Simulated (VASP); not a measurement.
An input for Quantum ESPRESSO's pw.x (written as the equivalent of a VASP run, and not itself run):

```
&CONTROL
  calculation = 'scf'
  pseudo_dir = './pseudo'
  outdir = './out'
  tprnfor = .true.
  tstress = .true.
/
&SYSTEM
  ibrav = 0
  nat = 3
  ntyp = 2
  ecutwfc = 102
  occupations = 'smearing'
  smearing = 'gaussian'
  degauss = 0.003675
  input_dft = 'pw91'
/
&ELECTRONS
  conv_thr = 7.3e-09
  electron_maxstep = 100
/
ATOMIC_SPECIES
  Cd 112.414 Cd.upf
  F 18.998 F.upf
CELL_PARAMETERS angstrom
     0.0000000    2.7108248    2.7108248
     2.7108248    0.0000000    2.7108248
     2.7108248    2.7108248    0.0000000
ATOMIC_POSITIONS crystal
  Cd   0.0000000  0.0000000  0.0000000
  F    0.2500000  0.2500000  0.2500000
  F    0.7500000  0.7500000  0.7500000
K_POINTS automatic
  7 7 7 0 0 0
```

Question: Write the VASP files for the same calculation (PW91).

Answer: This is not unique; one that fits is 
File POSCAR:
```
CdF2
1
    0.0000000000     2.7108247923     2.7108247923
    2.7108247923     0.0000000000     2.7108247923
    2.7108247923     2.7108247923     0.0000000000
Cd F
1 2
Direct
  0.0000000000   0.0000000000   0.0000000000
  0.2500000000   0.2500000000   0.2500000000
  0.7500000000   0.7500000000   0.7500000000
```

### INCAR
```
! general
SYSTEM  = CdF2
PREC    = Accurate
ENCUT   = 520
LREAL   = F
LASPH   = T

! electronic loop
EDIFF   = 1E-7
NELM    = 100
ALGO    = Normal
LMAXMIX = 4

! smearing
ISMEAR  = 0
SIGMA   = 0.05

! functional
GGA     = 91

! ions
ISIF    = 2

! output
LWAVE   = F
LCHARG  = F
```

File KPOINTS:
```
kpoints
0
G
  7 7 7
```

POTCAR, in this order: Cd F (PBE.64 set). Program: vasp_std.

The two are equivalent in intent, not identical: the potentials are each code's own (VASP's PAW set, PseudoDojo norm-conserving files in pw.x), so ENCUT and ecutwfc are chosen apart and not converted; conv_thr bounds pw.x's estimated SCF error, while EDIFF bounds the energy change between steps.

The compound is CdF2 in the fluorite structure. This cell is one point of a volume scan, at 0.97 of the reference volume.
